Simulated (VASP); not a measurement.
# CsLiCr2Te2S3 (Cm) in VASP: reference runs

How does CsLiCr2Te2S3 come out in PBE? The cell is run as given and disturbed.

Everything below comes from runs of VASP 6.6.1. Logs are shortened: lines on timing, memory, paths and dates and some standing lists are left out, and cuts for length are marked.

### 1 The crystal as given

The structure is monoclinic, space group Cm (No. 8). The conventional cell has a = 6.843 Å, b = 10.361 Å, c = 7.978 Å, α = 90.00°, β = 111.21°, γ = 90.00°. Cs (site symmetry m) is surrounded by 5 S at 3.58 to 3.92 Å and 1 Li at 4.01 Å. Li (site symmetry m) has 3 S at 2.42 to 2.56 Å as nearest neighbours. Cr (site symmetry 1) is surrounded by 3 S at 2.20 to 2.25 Å and 1 Te at 2.51 Å. Te (site symmetry 1) is surrounded by 1 Cr at 2.51 Å. Around S (site symmetry 1) lie 2 Cr at 2.24 to 2.25 Å and 1 Li at 2.56 Å. Around S (site symmetry m) lie 2 Cr at 2.20 Å and 1 Li at 2.42 Å.

The cell was built by a generator and needn't be a form met in nature.

### 2 Single point, PBE, collinear spin, ferromagnetic start

The input, INCAR:

```
  ALGO = Normal
  EDIFF = 1E-7
  ENCUT = 520
  GGA = PE
  ISIF = 2
  ISMEAR = -1
  ISPIN = 2
  KPAR = 4
  LASPH = True
  LCHARG = True
  LMAXMIX = 4
  LORBIT = 11
  LREAL = False
  LVHAR = True
  LWAVE = False
  MAGMOM = 0 0 3 3 0 0 0 0 0
  NBANDS = 47
  NELM = 100
  PREC = Accurate
  SIGMA = 0.05
```

The input, KPOINTS:

```
k-points
0
Gamma
  5 5 4
```

The input, POSCAR:

```
CsLiCr2Te2S3
1.0
    3.4216200000     -5.1806900000      0.0078400000
    3.4216200000      5.1806900000      0.0078400000
   -2.9041100000      0.0000000000      7.4309300000
Cs Li Cr Te S
1 1 2 2 3
Direct
    0.0937400000      0.0937400000      0.0085300000
    0.5887500000      0.5887500000      0.5533600000
    0.0564600000      0.4675500000      0.5579000000
    0.4675500000      0.0564600000      0.5579000000
    0.5648600000      0.8735700000      0.2903500000
    0.8735700000      0.5648600000      0.2903500000
    0.8115100000      0.3969700000      0.7334700000
    0.3969700000      0.8115100000      0.7334700000
    0.2140400000      0.2140400000      0.4837100000
```

Potentials or basis: VASP PAW PBE potentials, release 64 (Cs_sv, Li_sv, Cr_pv, Te, S).

The run is started by

```
> cat potpaw_PBE.64/Cs_sv/POTCAR potpaw_PBE.64/Li_sv/POTCAR potpaw_PBE.64/Cr_pv/POTCAR potpaw_PBE.64/Te/POTCAR potpaw_PBE.64/S/POTCAR > POTCAR
> mpirun -np 4 vasp_std > vasp.out
```

OUTCAR:

```text
EDIFF = 1E-7
   ENCUT = 520
   GGA = PE
   ISIF = 2
   ISMEAR = -1
   ISPIN = 2
   LASPH = True
   LORBIT = 11
   LREAL = False
   NELM = 100
   PREC = Accurate

 ion  position               nearest neighbor table
   1  0.094  0.094  0.009-
   2  0.589  0.589  0.553-   9 2.42   8 2.56   7 2.56   6 3.02   5 3.02
   3  0.056  0.468  0.558-   9 2.20   7 2.24   8 2.25   6 2.51
   4  0.468  0.056  0.558-   9 2.20   8 2.24   7 2.25   5 2.51
   5  0.565  0.874  0.290-   4 2.51   2 3.02   6 3.20
   6  0.874  0.565  0.290-   3 2.51   2 3.02   5 3.20
   7  0.812  0.397  0.733-   3 2.24   4 2.25   2 2.56
   8  0.397  0.812  0.733-   4 2.24   3 2.25   2 2.56
   9  0.214  0.214  0.484-   3 2.20   4 2.20   2 2.42

  LATTYP: Found a base centered monoclinic cell.
 ALAT       =     6.8432579639
 B/A-ratio  =     1.5141004555
 C/A-ratio  =     1.1658564481
 COS(beta)  =    -0.3618680181

  Lattice vectors:

 A1 = (   3.4216200000,  -5.1806900000,   0.0078400000)
 A2 = (   3.4216200000,   5.1806900000,   0.0078400000)
 A3 = (  -2.9041100000,   0.0000000000,   7.4309300000)

Analysis of symmetry for initial positions (statically):
=====================================================================
 Subroutine PRICEL returns:
 Original cell was already a primitive cell.

 Routine SETGRP: Setting up the symmetry group for a
 base centered monoclinic supercell.

 Subroutine GETGRP returns: Found  2 space group operations
 (whereof  2 operations were pure point group operations)
 out of a pool of  4 trial point group operations.

The static configuration has the point symmetry C_1h.

Analysis of symmetry for dynamics (positions and initial velocities):
=====================================================================
 Subroutine PRICEL returns:
 Original cell was already a primitive cell.

 Routine SETGRP: Setting up the symmetry group for a
 base centered monoclinic supercell.

 Subroutine GETGRP returns: Found  2 space group operations
 (whereof  2 operations were pure point group operations)
 out of a pool of  4 trial point group operations.

The dynamic configuration has the point symmetry C_1h.

Analysis of structural, dynamic, and magnetic symmetry:
=====================================================================
 Subroutine PRICEL returns:
 Original cell was already a primitive cell.

 Routine SETGRP: Setting up the symmetry group for a
 base centered monoclinic supercell.

 Subroutine GETGRP returns: Found  2 space group operations
 (whereof  2 operations were pure point group operations)
 out of a pool of  4 trial point group operations.

The overall configuration has the point symmetry C_1h.

 Subroutine INISYM returns: Found  2 space group operations
 (whereof  2 operations are pure point group operations),
 and found     1 'primitive' translations

----------------------------------------------------------------------------------------

                                     Primitive cell

  volume of cell :     263.6825

  direct lattice vectors                    reciprocal lattice vectors
     3.421620000 -5.180690000  0.007840000     0.145998873 -0.096512241  0.057058374
     3.421620000  5.180690000  0.007840000     0.145998873  0.096512241  0.057058374
    -2.904110000  0.000000000  7.430930000    -0.000308072  0.000000000  0.134452259

  length of vectors
     6.208630587  6.208630587  7.978256423     0.184081345  0.184081345  0.134452612

  position of ions in fractional coordinates (direct lattice)
     0.093740000  0.093740000  0.008530000
     0.588750000  0.588750000  0.553360000
     0.056460000  0.467550000  0.557900000
     0.467550000  0.056460000  0.557900000
     0.564860000  0.873570000  0.290350000
     0.873570000  0.564860000  0.290350000
     0.811510000  0.396970000  0.733470000
     0.396970000  0.811510000  0.733470000
     0.214040000  0.214040000  0.483710000

  ion indices of the primitive-cell ions
   primitive index   ion index
                 1           1
                 2           2
                 3           3
                 4           4
                 5           5
[... 63 lines left out ...]
   ions per type =               1   1   2   2   3
   NGX,Y,Z   is equivalent  to a cutoff of  12.85, 12.85, 12.50 a.u.
   NGXF,Y,Z  is equivalent  to a cutoff of  25.71, 25.71, 25.00 a.u.
 SYSTEM =  unknown system
   PREC   = accura    normal or accurate (medium, high low for compatibility)
   ISTART =      0    job   : 0-new  1-cont  2-samecut
   ICHARG =      2    charge: 1-file 2-atom 10-const
   ISPIN  =      2    spin polarized calculation?
   LNONCOLLINEAR =      F non collinear calculations
   LSORBIT =      F    spin-orbit coupling
   LASPH  =      T    aspherical Exc in radial PAW
   ENCUT  =  520.0 eV  38.22 Ry    6.18 a.u.  11.54 11.54 14.83*2*pi/ulx,y,z
   NELM   =    100;   NELMIN=  2; NELMDL= -5     # of ELM steps
   EDIFF  = 0.1E-06   stopping-criterion for ELM
   LREAL  =      F    real-space projection
   EDIFFG = 0.1E-05   stopping-criterion for IOM
   NSW    =      0    number of steps for IOM
   IBRION =     -1    ionic relax: 0-MD 1-quasi-New 2-CG
   NFREE  =      0    steps in history (QN), initial steepest desc. (CG)
   ISIF   =      2    stress and relaxation
   ISYM   =      2    0-nonsym 1-usesym 2-fastsym
   POTIM  = 0.5000    time-step for ionic-motion
   TEBEG  =    0.0;   TEEND  =   0.0 temperature during run
   PSTRESS=    0.0 pullay stress
   NELECT =      66.0000    total number of electrons
   NUPDOWN=      -1.0000    fix difference up-down
   EMIN   =  10.00;   EMAX   =-10.00  energy-range for DOS
   EFERMI =   0.00;   METHOD = LEGACY
   ISMEAR =    -1;   SIGMA  =   0.05  broadening in eV -4-tet -1-fermi 0-gaus
   EFERMI_NEDOS =   21; number of points for ismear=-14 and -15
   IALGO  =     38    algorithm
   IMIX   =      4    mixing-type and parameters
     AMIX     =   0.40;   BMIX     =  1.00
     AMIX_MAG =   1.60;   BMIX_MAG =  1.00
  volume/ion in A,a.u.               =      29.30       197.71
  Fermi-wavevector in a.u.,A,eV,Ry     =   1.031721  1.949670 14.482705  1.064449
  Thomas-Fermi vector in A             =   2.165883
   LORBIT       =     11    0 simple, 1 ext, 2 COOP (PROOUT), +10 PAW based schemes
   GGA     = PE    functional components
   LHFCALC =     F    Hartree Fock is set to
   AEXX    =    0.0000 exact exchange contribution
   IVDW    =     0    specifies the selected vdW correction
   LEPSILON=     F    determine dielectric tensor
   LRPA    =     F    only Hartree local field effects (RPA)
 spin polarized calculation
  energy-cutoff  :      520.00
  volume of cell :      263.68
 maximum number of plane-waves:      7130
 NGX is ok and might be reduce to    48
   NGX = 23   NGY = 23   NGZ = 29

 number of electron      66.0000014 magnetization       4.0118542

 Free energy of the ion-electron system (eV)
  ---------------------------------------------------
  ext. energy  EPLUGINS =         0.00000000
  ---------------------------------------------------
  free energy    TOTEN  =       -45.78817304 eV

  energy without entropy =      -45.76095584  energy(sigma->0) =      -45.77456444

 E-fermi :   3.1460     XC(G=0):  -8.3099

 val. band max:        3.1401957473   @ k =  -0.2000   0.2000   0.0000
 cond. band min:       3.1482846137   @ k =  -0.2000   0.4000   0.2500
 fundamental gap:      0.0080888664
 Fermi energy:         3.1460357546

 spin component 1

 k-point     1 :       0.0000    0.0000    0.0000
  band No.  band energies     occupation
      1     -42.8793      1.00000
      2     -41.1979      1.00000
      3     -41.1938      1.00000
      4     -41.1732      1.00000
      5     -41.1645      1.00000
      6     -41.0733      1.00000
[... 1141 lines left out ...]
     44       7.9576      0.00000
     45       8.0515      0.00000

 [... further k-points ...]

 spin component 2

 k-point     1 :       0.0000    0.0000    0.0000
  band No.  band energies     occupation
      1     -42.8775      1.00000
      2     -38.8823      1.00000
      3     -38.8815      1.00000
      4     -38.8483      1.00000
      5     -38.8474      1.00000
      6     -38.7989      1.00000
[... 1141 lines left out ...]
     44       8.0477      0.00000
     45       8.1253      0.00000

 [... further k-points ...]

 [bands above 45 left out]

------------------------ aborting loop because EDIFF is reached ----------------------------------------

  FORCE on cell =-STRESS in cart. coord.  units (eV):
  Direction    XX          YY          ZZ          XY          YZ          ZX
  --------------------------------------------------------------------------------------
  -------------------------------------------------------------------------------------
  Total       -0.0352836     -0.1047296      0.0136753      0.0000000      0.0000000     -0.0188543
  in kB       -0.2143886     -0.6363537      0.0830935      0.0000000      0.0000000     -0.1145615
  external PRESSURE =      -0.2558829 kB  Pullay stress =       0.0000000 kB

 VOLUME and BASIS-vectors are now :
 -----------------------------------------------------------------------------
  energy-cutoff  :      520.00
  volume of cell :      263.68
      direct lattice vectors                 reciprocal lattice vectors
     3.421620000 -5.180690000  0.007840000     0.145998873 -0.096512241  0.057058374
     3.421620000  5.180690000  0.007840000     0.145998873  0.096512241  0.057058374
    -2.904110000  0.000000000  7.430930000    -0.000308072  0.000000000  0.134452259

 POSITION                                       TOTAL-FORCE (eV/Angst)
 -----------------------------------------------------------------------------------
      0.61671      0.00000      0.06486         0.003271      0.000000     -0.001971
      2.42194      0.00000      4.12121        -0.004472      0.000000      0.004134
      0.17276      2.12973      4.14982         0.001196     -0.000846      0.001980
      0.17276     -2.12973      4.14982         0.001196      0.000846      0.001980
      4.07855      1.59933      2.16885         0.005170      0.009573     -0.005259
      4.07855     -1.59933      2.16885         0.005170     -0.009573     -0.005259
      2.00488     -2.14760      5.45984        -0.006969      0.006145      0.002855
      2.00488      2.14760      5.45984        -0.006969     -0.006145      0.002855
      0.05998      0.00000      3.59777         0.002408      0.000000     -0.001315
 -----------------------------------------------------------------------------------
    total drift:                                0.000157      0.000000     -0.000186

  FREE ENERGIE OF THE ION-ELECTRON SYSTEM (eV)
  ---------------------------------------------------
  free  energy   TOTEN  =       -45.7881730420 eV

  energy  without entropy=      -45.7609558362  energy(sigma->0) =      -45.77456444

 total charge

# of ion       s       p       d       tot
------------------------------------------
    1        1.831   4.704   0.024   6.559
    2        2.014   0.048   0.000   2.062
    3        0.333   6.280   4.178  10.791
    4        0.333   6.280   4.178  10.791
    5        1.391   1.959   0.027   3.376
    6        1.391   1.959   0.027   3.376
    7        1.340   2.390   0.000   3.731
    8        1.340   2.390   0.000   3.731
    9        1.342   2.413   0.000   3.755
--------------------------------------------------
tot         11.317  28.423   8.432  48.171

 magnetization (x)

# of ion       s       p       d       tot
------------------------------------------
    1       -0.000  -0.002   0.000  -0.001
    2        0.001  -0.000   0.000   0.000
    3        0.028   0.021   2.224   2.273
    4        0.028   0.021   2.224   2.273
    5       -0.007  -0.184   0.003  -0.188
    6       -0.007  -0.184   0.003  -0.188
    7       -0.003  -0.079   0.000  -0.082
    8       -0.003  -0.079   0.000  -0.082
    9        0.001  -0.084   0.000  -0.083
--------------------------------------------------
tot          0.038  -0.570   4.455   3.923
```

Run time: 3.8 min. Hardware: 4 MPI ranks of Intel Xeon 6975P-C (Granite Rapids), shared host; peak memory 0.92 GiB.

What came out:

```yaml
Free_energy: -45.7882 eV
Largest_force: 0.012 eV/Å
Band_gap_on_the_k_mesh: none (metal or under the smearing width)
Net_moment: 4.01 μB per cell
Site_moments: Cs -0.00; Li +0.00; Cr +2.27; Te -0.19; S -0.08 μB
Valence_electrons_inside_the_program's_atomic_spheres: Cs 6.56; Li 2.06; Cr 10.79; Te 3.38; S 3.73, 3.75
```

Forces in eV/Å, atoms in the order of the input:
```
Cs   0.003  0.000 -0.002
Li  -0.004  0.000  0.004
Cr   0.001 -0.001  0.002
Cr   0.001  0.001  0.002
Te   0.005  0.010 -0.005
Te   0.005 -0.010 -0.005
S   -0.007  0.006  0.003
S   -0.007 -0.006  0.003
S    0.002  0.000 -0.001
```

Levels at points of the mesh, in eV from the Fermi level:
Spin up:
```csv
k point,band 31,band 32,band 33,band 34,band 35,band 36,band 37,band 38,band 39,band 40
"(0.00, 0.00, 0.00)",-1.14,-1.08,-0.77,-0.39,-0.36,-0.21,0.24,0.76,1.08,1.67
"(0.00, 0.00, 0.50)",-1.17,-1.07,-0.77,-0.38,-0.35,-0.13,0.15,0.66,0.68,1.66
```
Spin down:
```
           k point  band 29  band 30  band 31  band 32  band 33  band 34
(0.00, 0.00, 0.00)    -1.70    -0.69    -0.57     0.69     0.88     1.07
(0.00, 0.00, 0.50)    -1.68    -0.67    -0.62     0.72     0.84     1.13
```

Caveat: the cutoff is under 1.25 times the usual one of these potentials, so pressure, stress and relaxed cells hold a basis-set (Pulay) error; only a ferromagnetic start was run, and an antiferromagnetic order may lie lower in energy. With open d or f shells a metallic result of PBE can be an artefact of self-interaction; +U or a hybrid may open a gap.

### 3 Single point, PBE, collinear spin, ferromagnetic start (atoms moved at random, drawn with an rms of 0.05 Å)

INCAR is that of step 2.

KPOINTS is that of step 2.

The input, POSCAR:

```
CsLiCr2Te2S3
1.0
    3.4216200000     -5.1806900000      0.0078400000
    3.4216200000      5.1806900000      0.0078400000
   -2.9041100000      0.0000000000      7.4309300000
Cs Li Cr Te S
1 1 2 2 3
Direct
    0.0853380000      0.0862210000      0.0051640000
    0.5839220000      0.5858820000      0.5585590000
    0.0636530000      0.4723630000      0.5622920000
    0.4696150000      0.0589730000      0.5565960000
    0.5627070000      0.8667330000      0.2845050000
    0.8733070000      0.5635280000      0.2953300000
    0.8115810000      0.3888590000      0.7298580000
    0.3964890000      0.8169270000      0.7336650000
    0.2064220000      0.2110570000      0.4826190000
```

Potentials or basis: VASP PAW PBE potentials, release 64 (Cs_sv, Li_sv, Cr_pv, Te, S).

The run is started by

```
> cat potpaw_PBE.64/Cs_sv/POTCAR potpaw_PBE.64/Li_sv/POTCAR potpaw_PBE.64/Cr_pv/POTCAR potpaw_PBE.64/Te/POTCAR potpaw_PBE.64/S/POTCAR > POTCAR
> mpirun -np 4 vasp_std > vasp.out
```

Wall time 5.3 min (4 MPI ranks of Intel Xeon 6975P-C (Granite Rapids), shared host); peak memory 1.1 GiB.

It converged, with:

```yaml
Free_energy: -45.7588 eV
Largest_force: 0.565 eV/Å
Band_gap_on_the_k_mesh: none (metal or under the smearing width)
Net_moment: 4.02 μB per cell
Site_moments: Cs -0.00; Li +0.00; Cr +2.19, +2.33; Te -0.19, -0.18; S -0.08 μB
Valence_electrons_inside_the_program's_atomic_spheres: Cs 6.56; Li 2.06; Cr 10.83, 10.79; Te 3.37, 3.38; S 3.74, 3.75
```

Forces on the atoms (eV/Å):
```
Cs   0.019  0.001  0.042
Li   0.033 -0.010 -0.051
Cr  -0.075  0.115 -0.175
Cr  -0.272  0.028 -0.494
Te  -0.134  0.114  0.162
Te   0.047  0.024 -0.054
S    0.191  0.125  0.323
S    0.044 -0.132  0.178
S    0.149 -0.266  0.070
```

Levels at points of the mesh, in eV from the Fermi level:
Spin up:
```tsv
k point	band 33	band 34	band 35	band 36	band 37	band 38
(0.00, 0.00, 0.00)	-0.74	-0.42	-0.37	-0.23	0.22	0.71
(0.00, 0.00, 0.50)	-0.76	-0.40	-0.37	-0.13	0.12	0.62
```
Spin down:
```csv
k point,band 29,band 30,band 31,band 32,band 33,band 34
"(0.00, 0.00, 0.00)",-1.70,-0.65,-0.59,0.61,0.83,1.02
"(0.00, 0.00, 0.50)",-1.68,-0.63,-0.63,0.62,0.80,1.09
```

Caveat: the cutoff is under 1.25 times the usual one of these potentials, so pressure, stress and relaxed cells hold a basis-set (Pulay) error; only a ferromagnetic start was run, and an antiferromagnetic order may lie lower in energy.
